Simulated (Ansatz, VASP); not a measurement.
**Hg3AsP in VASP and in Ansatz**

File INCAR:

```
SYSTEM = Hg3AsP
ALGO = Normal
EDIFF = 1E-7
ENCUT = 520
GGA = PE
ISIF = 2
ISMEAR = 0
LASPH = .TRUE.
LCHARG = .TRUE.
LELF = .TRUE.
LREAL = .FALSE.
LVHAR = .TRUE.
LWAVE = .FALSE.
NBANDS = 31
NELM = 60
PREC = Accurate
SIGMA = 0.05
```

The input KPOINTS:

```
k-points
0
G
  4 4 4
  0 0 0
```

File POSCAR:

```
Hg3AsP
1.0
    6.0400000000      0.0000000000      0.0000000000
    0.0000000000      6.0400000000      0.0000000000
    0.0000000000      0.0000000000      6.0400000000
P As Hg
1 1 3
Direct
    0.0000000000      0.0000000000      0.0000000000
    0.5000000000      0.5000000000      0.5000000000
    0.5000000000      0.5000000000      0.0000000000
    0.5000000000      0.0000000000      0.5000000000
    0.0000000000      0.5000000000      0.5000000000
```

Input for Ansatz:

```yaml
crystal:
  lattice:
    - [6.04, 0.0, 0.0]
    - [0.0, 6.04, 0.0]
    - [0.0, 0.0, 6.04]
  atoms:
    - { symbol: P, position: [0.0, 0.0, 0.0] }
    - { symbol: As, position: [0.5, 0.5, 0.5] }
    - { symbol: Hg, position: [0.5, 0.5, 0.0] }
    - { symbol: Hg, position: [0.5, 0.0, 0.5] }
    - { symbol: Hg, position: [0.0, 0.5, 0.5] }
basis:
  ecutwfc: 420
kpoints:
  mp_grid: { grid: [4, 4, 4] }
hamiltonian:
  xc: pbe
scf:
  occupations: { method: gaussian, width: 0.05 }
output:
  forces: true
  stress: true
  eigenvalues: true
```

The cell comes from a database or a generator and needn't be the stable form of this composition.

Alike in both runs: task single point; functional PBE; k mesh 4 × 4 × 4; occupations gaussian, width 0.05 eV; no spin polarisation.

```csv
,VASP,Ansatz
version,VASP 6.6.1,Ansatz 0.2.0
potentials or method,"VASP PAW PBE potentials, release 64 (P, As, Hg)","scalar-relativistic, plane waves, PAW"
plane-wave cutoff (eV),520,420
valence electrons in the cell,46,80
```

|  | VASP | Ansatz | Ansatz less VASP |
| --- | --- | --- | --- |
| gap on the k mesh at the Fermi level (eV) | none | none | - |
| pressure (GPa) | -4.2 | -4.2 | -0.02 |

A gap of «none» marks a metal or a gap that the smearing closes. The two sets of potentials don't hold the same shells in valence.

The runs have no spin-orbit coupling, so splittings on Hg are missing.
